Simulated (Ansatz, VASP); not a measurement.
**SrCS3 in two plane-wave programs**

Wanted: the spread between two codes on one cell, functional and k mesh. The cell is invented: As first built, before any earlier steps moved the atoms (in the runner's words): S for O, Sr for Mg in the MgCO3 structure of space group R-3c. It may not be a known or stable phase. The cell is taken from a series of runs on this material, whose earlier steps may have relaxed, scaled, displaced or heated it; both programs get it as it stands.

Program: Ansatz 0.2.0. Level of theory: plane waves, with VASP 6.6.1 beside it; relaxation of cell and atoms at PBE. Results are calculated unless marked as measured.

### Step 1. The structure

The structure is trigonal, space group R-3c (No. 167). Conventional cell: a = 5.700 Å, b = 5.700 Å, c = 18.353 Å, α = 90.00°, β = 90.00°, γ = 120.00°. Nearest to Sr lie 6 S at 2.58 Å. C has 3 S at 1.58 Å nearest. Nearest to S lie 1 C at 1.58 Å and 2 Sr at 2.58 Å. It derives from MgCO3. As first built, before any earlier steps moved the atoms (in the runner's words): S for O, Sr for Mg in the MgCO3 structure of space group R-3c. Farther neighbours and most contacts between anions are not listed.

Coordinates:

```cif
data_structure
_symmetry_space_group_name_H-M 'P 1'
_symmetry_Int_Tables_number 1
_cell_length_a 6.9466
_cell_length_b 6.9466
_cell_length_c 6.9466
_cell_angle_alpha 48.443
_cell_angle_beta 48.443
_cell_angle_gamma 48.443
_cell_volume 172.13
loop_
_atom_site_label
_atom_site_type_symbol
_atom_site_fract_x
_atom_site_fract_y
_atom_site_fract_z
_atom_site_occupancy
Sr1 Sr 0.00000 0.00000 0.00000 1
Sr2 Sr 0.50000 0.50000 0.50000 1
C3 C 0.25000 0.25000 0.25000 1
C4 C 0.75000 0.75000 0.75000 1
S5 S 0.25000 0.97199 0.52801 1
S6 S 0.52801 0.25000 0.97199 1
S7 S 0.02801 0.47199 0.75000 1
S8 S 0.75000 0.02801 0.47199 1
S9 S 0.47199 0.75000 0.02801 1
S10 S 0.97199 0.52801 0.25000 1
```

### Step 2. Ansatz: relaxation of cell and atoms, PBE

Ansatz runs on its default PAW (the set named soft_2) files.

The relaxed volume is the usual yardstick between codes: in a stiff, nearly cubic crystal its relative difference is about their pressure difference at one cell divided by the bulk modulus.

Input file input.yaml:

```yaml
crystal:
  lattice:
    - [2.8499467883, 1.6454175454, 6.1176144441]
    - [-2.8499467883, 1.6454175454, 6.1176144441]
    - [0.0, -3.2908350908, 6.1176144441]
  atoms:
    - { symbol: Sr, position: [0.0, 0.0, 0.0] }
    - { symbol: Sr, position: [0.5, 0.5, 0.5] }
    - { symbol: C, position: [0.25, 0.25, 0.25] }
    - { symbol: C, position: [0.75, 0.75, 0.75] }
    - { symbol: S, position: [0.25, 0.97198931, 0.52801069] }
    - { symbol: S, position: [0.52801069, 0.25, 0.97198931] }
    - { symbol: S, position: [0.02801069, 0.47198931, 0.75] }
    - { symbol: S, position: [0.75, 0.02801069, 0.47198931] }
    - { symbol: S, position: [0.47198931, 0.75, 0.02801069] }
    - { symbol: S, position: [0.97198931, 0.52801069, 0.25] }
kpoints:
  mp_grid: { grid: [4, 4, 4] }
scf:
  occupations: { method: gaussian, width: 0.03 }
hamiltonian:
  xc: pbe
output:
  forces: true
  stress: true
relax:
  f_tol: 0.02
  max_steps: 60
  cell: {}
```

Command:

```bash
$ ansatz run input.yaml --threads 2 --pin off --max-ram 4096MiB --backend cpu --events-out ev --progress --plain --runs-dir out
```

Numbers of over 12 decimals in the logs are rounded to 6 here.

The log of the run:

```text
Engine: ansatz 0.2.0, x86_64-unknown-linux-gnu
Pseudopotentials: kind: paw
Pseudopotential: Sr, paw, valence charge 10, recommended cutoff 420 eV (normal), Sr.paw.azcp
Pseudopotential: C, paw, valence charge 4, recommended cutoff 420 eV (normal), C.paw.azcp
Pseudopotential: S, paw, valence charge 6, recommended cutoff 420 eV (normal), S.paw.azcp
Functional definition: PBE
  parameter kappa = 0.804
  parameter beta = 0.066725
  exchange = pbe_x(kappa = kappa, mu = beta*pi^2/3)
  correlation = pbe_c(beta = beta)
Crystal: 10 atoms, lattice volume = 172.126 Å³
Basis set: ecut = 420 eV, 3381 PW (Γ), exchange–correlation on 96×96×96 points (8 copies of the dense FFT grid, shifted against one another)
Bands: 42, of which v1, the nominal top of the filled ones, is band 32 counted from 1 (31 counted from 0)
Symmetry: 12 space group operations
Space group: R-3c (ITA 167), of the structure as read, at distance tolerance 5.6e-5 Å
k-points: 13 of 64
Non-local potential: Sr, projectors of the file, l = 0: 3, l = 1: 2, l = 2: 2
Non-local potential: C, projectors of the file, l = 0: 2, l = 1: 2, l = 2: 1
Non-local potential: S, projectors of the file, l = 0: 2, l = 1: 2, l = 2: 2
PAW form: soft (Blöchl's): semilocal exchange-correlation on the pseudo side does not see the compensation charge
PAW one-centre angular grid: Sr, 110 points (default); XC on 64 Gauss nodes
PAW one-centre angular grid: C, 110 points (default); XC on 64 Gauss nodes
PAW one-centre angular grid: S, 110 points (default); XC on 64 Gauss nodes
Initial density: superposition of atomic densities (neutral atoms: chi_scale 0, normalization atom), corrected by the library's trained network
Initial wavefunctions: pseudopotential atomic-orbital guess
Functional: x = pbe(κ = 0.804, μ = 0.219515), c = pbe(β = 0.066725)
SCF iter   1: F=—  HF=-13001.237386 eV  |F-HF|=—  |Δ(HF+E_count)|=         —  Δρ=3.79e-3  dr2=1.57e-2  ethr=1.77e-3  ⟨swp⟩=9.4  Hψ=3169  notcnv=0  defer=9
preconditioner: auto → Resta (q_TF=auto, 2.314 Å⁻¹)  ε∞=4.0  [insulator: Δε(μ)=0.981 eV  Ē_g=12.610 eV  σ=0.030 eV  W_gap=1.00  n_scr=34 (ndim 8)  ℏωp=21.9 eV  f_vac=0.000  D(μ)=0.00/eV (n_scr^D=0)  ε∞_Penn≈4.0]
SCF iter   2: F=—  HF=-13001.222247 eV  |F-HF|=—  |Δ(HF+E_count)|=   1.51e-2  Δρ=1.70e-3  dr2=2.51e-3  ethr=2.45e-5  ⟨swp⟩=2.2  Hψ=1064  notcnv=0  defer=41
SCF iter   3: F=—  HF=-13001.223427 eV  |F-HF|=—  |Δ(HF+E_count)|=   1.18e-3  Δρ=5.03e-4  dr2=2.37e-4  ethr=3.93e-6  ⟨swp⟩=2.4  Hψ=904  notcnv=0  defer=41
SCF iter   4: F=—  HF=-13001.223725 eV  |F-HF|=—  |Δ(HF+E_count)|=   2.98e-4  Δρ=1.04e-4  dr2=1.19e-5  ethr=3.71e-7  ⟨swp⟩=2.3  Hψ=865  notcnv=0  defer=41
SCF iter   5: F=—  HF=-13001.223831 eV  |F-HF|=—  |Δ(HF+E_count)|=   1.05e-4  Δρ=2.46e-5  dr2=1.35e-6  ethr=1.86e-8  ⟨swp⟩=2.2  Hψ=903  notcnv=0  defer=41
SCF iter   6: F=-13001.223831 eV  HF=-13001.223831 eV  |F-HF|=4.18e-8  |Δ(HF+E_count)|=   5.26e-7  Δρ=5.38e-6  dr2=3.61e-8  ethr=1.56e-10  ⟨swp⟩=4.0  Hψ=2549  notcnv=0
SCF 1 converged in 6 iterations: F = -13001.223831 eV  dr2 = 3.61e-8
  greatest PAW one-centre occupation: 0.988 electrons in one spin orbital (limit 2), on the Sr atom at site 1 (counted from 0), in its partial waves of l = 0
relax step   1: F+E_penalty+E_count = -13001.22383107 eV  Δ(F+E_penalty+E_count) = +0.000e0 eV  max|allowed force component| = 3.215e0 eV/Å  Δτ_max = 0.0000 Å  P = +42.677 GPa  Ω = 172.126 Å³  (6 SCF iters, dr2 threshold 1.00e-7 eV, accepted)
[...]
relax step   9: F+E_penalty+E_count = -13008.88431059 eV  Δ(F+E_penalty+E_count) = -2.230e-2 eV  max|allowed force component| = 4.170e-3 eV/Å  Δτ_max = 0.0069 Å  P = +0.120 GPa  Ω = 265.089 Å³  energy of the carried Pulay correction = -1.577e-3 eV  (6 SCF iters, dr2 threshold 1.00e-6 eV, accepted)
[...]
relax step  10: F+E_penalty+E_count = -13008.88552493 eV  Δ(F+E_penalty+E_count) = -1.214e-3 eV  max|allowed force component| = 7.030e-4 eV/Å  Δτ_max = 0.0065 Å  P = -0.035 GPa  Ω = 267.097 Å³  energy of the carried Pulay correction = -2.179e-3 eV  (6 SCF iters, dr2 threshold 1.36e-7 eV, accepted)
[...]
relax step  11: F+E_penalty+E_count = -13008.88580330 eV  Δ(F+E_penalty+E_count) = -2.784e-4 eV  max|allowed force component| = 9.832e-5 eV/Å  Δτ_max = 0.0014 Å  P = -0.001 GPa  Ω = 266.663 Å³  energy of the carried Pulay correction = -2.046e-3 eV  (6 SCF iters, dr2 threshold 1.07e-8 eV, accepted)
[...]
relax step  12: F+E_penalty+E_count = -13008.88858362 eV  Δ(F+E_penalty+E_count) = -2.780e-3 eV  max|allowed force component| = 3.016e-4 eV/Å  Δτ_max = 0.0000 Å  P = +0.002 GPa  Ω = 266.663 Å³  stress off target by 2.40e-2 GPa  SCF on the basis re-selected at this cell (its energy is not comparable with the rows above)  (5 SCF iters)
basis re-selected at this cell: Δ(F+E_penalty+E_count) = -2.780e-3 eV, ΔP = +0.003 GPa vs the last step (what re-selecting the basis moved, of the pressure what is left beyond the Pulay correction that the steps carried, after the strain that the cell walked since its last selection, with what the two solves' SCF thresholds leave and, on support functions, any second-order correction that the steps lacked; it is no m [...]
SCF converged after 5 iterations
Free energy (F): -13008.888584 eV
Harris-Foulkes:  -13008.888584 eV  (|F-HF|=4.37e-11)
Internal energy: -13008.888584 eV  (E = F + TS)
E sigma→0 (E₀):  -13008.888584 eV
Fermi energy:    4.185425 eV
--- Per-component energies (eV) ---
  E_band       = -383.049973
  E_kinetic    = 1305.096275
  E_local      = -2917.932685  (includes V_loc(G=0)·N_el)
  E_nonlocal   = 628.267204
  E_hartree    = 844.398086
  E_xc         = -1023.013448
  E_vxc        = -963.993114  (∫ρ·V_xc dr)
  E_paw        = -9188.814544  (= ΣΔE_a)
  E_vpaw       = -123.283884  (= ΣTr[D̂ρ^β])
  E_aug_tail   = 0.000020  (compensation charges beyond the density's cutoff)
  E_ewald      = -2656.889491
  E_smearing   = -0.000000  (= −TS)
  E_closure    = 0.000000  (closes the sum)
  Σ components = -13008.888584   (vs F -13008.888584, Δ=0.00e0)
--- Forces (eV/Å), atoms counted from 1 ---
  atom   1  Sr     0.00000000     0.00000000     0.00000000
  atom   2  Sr     0.00000000     0.00000000     0.00000000
  atom   3  C     -0.00000000    -0.00000000     0.00000000
  atom   4  C      0.00000000     0.00000000    -0.00000000
  atom   5  S     -0.00015080     0.00026120     0.00000000
  atom   6  S     -0.00015080    -0.00026120     0.00000000
  atom   7  S     -0.00030160     0.00000000    -0.00000000
  atom   8  S      0.00015080    -0.00026120    -0.00000000
  atom   9  S      0.00015080     0.00026120    -0.00000000
  atom  10  S      0.00030160    -0.00000000     0.00000000
  max |Σ_I F_I| component: 1.03e-18 eV/Å
--- Stress (GPa, compression-positive) ---
       -0.008970      -0.000000      -0.000000
       -0.000000      -0.008970      -0.000000
       -0.000000      -0.000000       0.023986
  P = ⅓ Tr σ = 0.0020 GPa (0.020 kbar)
--- Relaxed structure (10 steps of the walk, 10 accepted, 2 SCFs on fresh bases) ---
  F+E_penalty+E_count = -13008.88858362 eV   max|allowed force component| = 3.016e-4 eV/Å   (the final SCF, on the basis selected at the relaxed cell)
  cell:  # Å, volume = 266.6631 Å³
    - [3.186400, 1.839669, 7.581790]
    - [-3.186400, 1.839669, 7.581790]
    - [0, -3.679338, 7.581790]
  atoms:
    - { symbol: Sr, position: [1.4417299712562008e-19, 0, 0] }
    - { symbol: Sr, position: [0.5, 0.5, 0.5] }
    - { symbol: C, position: [0.25, 0.25, 0.25] }
    - { symbol: C, position: [0.750000, 0.750000, 0.750000] }
    - { symbol: S, position: [0.250000, 0.980016, 0.519984] }
    - { symbol: S, position: [0.519984, 0.250000, 0.980016] }
    - { symbol: S, position: [0.019984, 0.480016, 0.750000] }
    - { symbol: S, position: [0.750000, 0.019984, 0.480016] }
    - { symbol: S, position: [0.480016, 0.750000, 0.019984] }
    - { symbol: S, position: [0.980016, 0.519984, 0.250000] }
```

(Part 1 of 2 ends here.)

[Lines on the potential files, build, host, timing and source positions are cut from VASP's logs without a mark.]

[Logs are printed without paths, hosts, clocks, repeated set-up lines and the standing remarks that a program may print on its own settings, such as how far it seeks lower states.]

[Hosts, paths, dates, database ids (printed as entryN), source tags and the programs' standing remarks are cut or masked in the printed files.]
